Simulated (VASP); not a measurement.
```
CELL_PARAMETERS angstrom
      2.85847     0.00000     0.00000
      0.00000     2.85847     0.00000
      0.00000     0.00000     3.75635
ATOMIC_POSITIONS crystal
  Cu 0.00000 0.00000 0.00000
  Au 0.50000 0.50000 0.50000
```

Method: revPBE GGA, VASP's PBE PAW potentials (set 64) (plane waves; VASP). Settings: 520 eV cut-off, 14×14×11 Γ-centred mesh, tetrahedra with Blöchl corrections, potentials Cu Au.

Unless said otherwise, spin-orbit coupling is left out, though it shifts the bands of the heavy elements here.

Predict the energy per atom (σ→0), band gap (on the k-mesh) with the smallest direct gap where there is one.

```
Quantity                                                     Value
------------------------  ----------------------------------------
band gap (on the k-mesh)  none (metal, semimetal or under 0.01 eV)
energy per atom (σ→0)                               -3.105 eV/atom
```

The compound is CuAu in the L1_0 structure. It was relaxed first, which changed the volume by +7 %.
